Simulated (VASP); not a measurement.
VASP input:

### INCAR
```
SYSTEM  =  HfB2
PREC  =  Accurate; ENCUT  =  620; LREAL  =  F
LASPH  =  T
EDIFF  =  1E-6; NELM  =  100; ALGO  =  Normal
LMAXMIX  =  6
ISMEAR  =  1; SIGMA  =  0.1
GGA  =  PE
IBRION  =  2; NSW  =  40; ISIF  =  3
EDIFFG  =  -0.02; PSTRESS  =  200
LWAVE  =  F; LCHARG  =  F
```

### KPOINTS
```
Automatic mesh
0
Gamma
11 11 9
0 0 0
```

### POSCAR
```
HfB2
1.0
  1.5535068679  -2.6907530704   0.0000000000
  1.5535068679   2.6907530704   0.0000000000
  0.0000000000   0.0000000000   3.4375941674
Hf B
1 2
Direct
  0.0000000000   0.0000000000   0.0000000000
  0.3333330000   0.6666670000   0.5000000000
  0.6666670000   0.3333330000   0.5000000000
```

POTCAR, in this order: Hf_pv B (PBE.64 set). Program: vasp_std.

Question: Translate this PBE calculation to Ansatz.

Answer: One equivalent input (not run):
Ansatz 0.2 input:
```yaml
crystal:
  lattice:
    - [1.5535069, -2.6907531, 0.0000000]
    - [1.5535069, 2.6907531, 0.0000000]
    - [0.0000000, 0.0000000, 3.4375942]
  atoms:
    - { symbol: Hf, position: [0.0000000, 0.0000000, 0.0000000] }
    - { symbol: B, position: [0.3333330, 0.6666670, 0.5000000] }
    - { symbol: B, position: [0.6666670, 0.3333330, 0.5000000] }
kpoints:
  mp_grid: { grid: [11, 11, 9] }
hamiltonian:
  xc: pbe
  pseudopotentials: { kind: paw }
scf:
  occupations: { method: methfessel_paxton, width: 0.1 }
  max_iter: 100
relax:
  max_steps: 40
  f_tol: 0.02
  cell: { p_target: 20 }
output: { forces: true, stress: true, eigenvalues: true }
```
The two are equivalent in intent, not identical: each code has its own PAW files, so the cut-off isn't converted (ENCUT is set for VASP's; basis.ecutwfc is left out, and Ansatz then takes the one that its files recommend); Ansatz stops its SCF on the density residual and VASP on the energy change (EDIFF).

The compound is HfB2 in the AlB2 type structure. This run relaxes it under an external pressure of 20 GPa. Symmetry was kept, so distortions that lower it aren't found.
